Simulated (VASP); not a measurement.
An input for Quantum ESPRESSO's pw.x (written as the equivalent of a VASP run, and not itself run):

```
&CONTROL
  calculation = 'scf'
  pseudo_dir = './pseudo'
  outdir = './out'
  tprnfor = .true.
  tstress = .true.
/
&SYSTEM
  ibrav = 0
  nat = 2
  ntyp = 2
  ecutwfc = 46.3
  occupations = 'smearing'
  smearing = 'gaussian'
  degauss = 0.003675
  input_dft = 'pw91'
/
&ELECTRONS
  conv_thr = 7.3e-09
  electron_maxstep = 100
/
ATOMIC_SPECIES
  Rb 85.468 Rb.upf
  Br 79.904 Br.upf
CELL_PARAMETERS angstrom
     0.0000000    3.5076402    3.5076402
     3.5076402    0.0000000    3.5076402
     3.5076402    3.5076402    0.0000000
ATOMIC_POSITIONS crystal
  Rb   0.0000000  0.0000000  0.0000000
  Br   0.5000000  0.5000000  0.5000000
K_POINTS automatic
  7 7 7 0 0 0
```

Q: Write the VASP files for the same calculation (PW91).

A: Several could match; the one computed here: 
KPOINTS:
```
K-points
0
G
 7 7 7
```

**INCAR**
```
PREC = Accurate
LMAXMIX = 4   # l cut-off of mixed one-centre charges
LWAVE = F
GGA = 91   # PW91
LCHARG = F
ENCUT = 520
ISIF = 2
LREAL = F   # projection in real space or not
SYSTEM = RbBr
ALGO = Normal   # blocked Davidson
ISMEAR = 0
EDIFF = 1E-7   # SCF stop (eV)
SIGMA = 0.05   # width (eV)
NELM = 100
LASPH = T
```

POSCAR:
```
RbBr
1
    0.0000000000     3.5076401593     3.5076401593
    3.5076401593     0.0000000000     3.5076401593
    3.5076401593     3.5076401593     0.0000000000
Rb Br
1 1
Direct
  0.0000000000   0.0000000000   0.0000000000
  0.5000000000   0.5000000000   0.5000000000
```

POTCAR, in this order: Rb_sv Br (PBE.64 set). Program: vasp_std.

What does not carry over: the potentials are each code's own (VASP's PAW set, PseudoDojo norm-conserving files in pw.x), so ENCUT and ecutwfc are chosen apart and not converted; conv_thr bounds pw.x's estimated SCF error, while EDIFF bounds the energy change between steps.

The compound is RbBr in the rock salt structure. It was relaxed first, which changed the volume by +6 %.
